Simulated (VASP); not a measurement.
Method: PBE GGA, VASP's PBE PAW potentials (set 64) (plane waves; VASP).

VASP input:

**INCAR**
```
KSPACING  =  0.4
SYSTEM  =  InSb
SIGMA  =  0.05
ENCUT  =  400
PREC  =  Accurate
ALGO  =  Normal   ! blocked Davidson
GGA  =  PE   ! PBE
LASPH  =  T
EDIFF  =  1E-6   ! SCF stop (eV)
ISIF  =  2
LWAVE  =  F
KGAMMA  =  T
LMAXMIX  =  4
LCHARG  =  F
ISMEAR  =  0
NELM  =  100
LREAL  =  F   ! projection in real space or not
```

### POSCAR
```
InSb
1
    0.0000000000     3.3048000000     3.3048000000
    3.3048000000     0.0000000000     3.3048000000
    3.3048000000     3.3048000000     0.0000000000
In Sb
1 1
Direct
  0.0000000000   0.0000000000   0.0000000000
  0.2500000000   0.2500000000   0.2500000000
```

POTCAR, in this order: In_d Sb (PBE.64 set). Program: vasp_std.

The resulting files:

### OSZICAR
```
       N       E                     dE             d eps       ncg     rms          rms(c)
DAV:   1     0.102376346837E+03    0.10238E+03   -0.69142E+03   260   0.111E+03
DAV:   2    -0.263160874797E+00   -0.10264E+03   -0.10067E+03   270   0.276E+02
DAV:   3    -0.683180907895E+01   -0.65686E+01   -0.65513E+01   345   0.803E+01
DAV:   4    -0.699581637873E+01   -0.16401E+00   -0.16396E+00   288   0.161E+01
DAV:   5    -0.700519765934E+01   -0.93813E-02   -0.93811E-02   370   0.319E+00    0.379E+00
DAV:   6    -0.691027948581E+01    0.94918E-01   -0.17897E-01   360   0.683E+00    0.221E+00
DAV:   7    -0.689896809219E+01    0.11311E-01   -0.76188E-02   338   0.288E+00    0.619E-01
DAV:   8    -0.690029645144E+01   -0.13284E-02   -0.84461E-03   329   0.124E+00    0.216E-01
DAV:   9    -0.690093240509E+01   -0.63595E-03   -0.89920E-04   305   0.331E-01    0.707E-02
DAV:  10    -0.690104755576E+01   -0.11515E-03   -0.89232E-05   293   0.665E-02    0.286E-02
DAV:  11    -0.690109711862E+01   -0.49563E-04   -0.84915E-05   300   0.602E-02    0.180E-02
DAV:  12    -0.690109756685E+01   -0.44823E-06   -0.88346E-07   209   0.805E-03
   1 F= -.69010976E+01 E0= -.69007890E+01  d E =-.617049E-03
```

OUTCAR:
```
------------------------ aborting loop because EDIFF is reached ----------------------------------------
  FORCE on cell =-STRESS in cart. coord.  units (eV):
  Direction    XX          YY          ZZ          XY          YZ          ZX
  --------------------------------------------------------------------------------------
  Total        0.2514344      0.2514344      0.2514344     -0.0000000     -0.0000000     -0.0000000
  in kB        5.5804564      5.5804564      5.5804564     -0.0000000     -0.0000000     -0.0000000
  external PRESSURE =       5.5804564 kB  Pullay stress =       0.0000000 kB
  volume of cell :       72.19
      direct lattice vectors                 reciprocal lattice vectors
     0.000000000  3.304800000  3.304800000    -0.151295086  0.151295086  0.151295086
     3.304800000  0.000000000  3.304800000     0.151295086 -0.151295086  0.151295086
     3.304800000  3.304800000  0.000000000     0.151295086  0.151295086 -0.151295086
  FREE ENERGIE OF THE ION-ELECTRON SYSTEM (eV)
  ---------------------------------------------------
  free  energy   TOTEN  =        -6.9010975669 eV

  energy  without entropy=       -6.9004805176  energy(sigma->0) =       -6.90078904
```
(Selected blocks of OUTCAR.)

The compound is InSb in the zinc blende structure. The cell was not relaxed at this level. The run is one of a series of settings (KGAMMA = .TRUE., KSPACING = 0.4, KPOINTS file removed against the base run), some of them coarse on purpose.
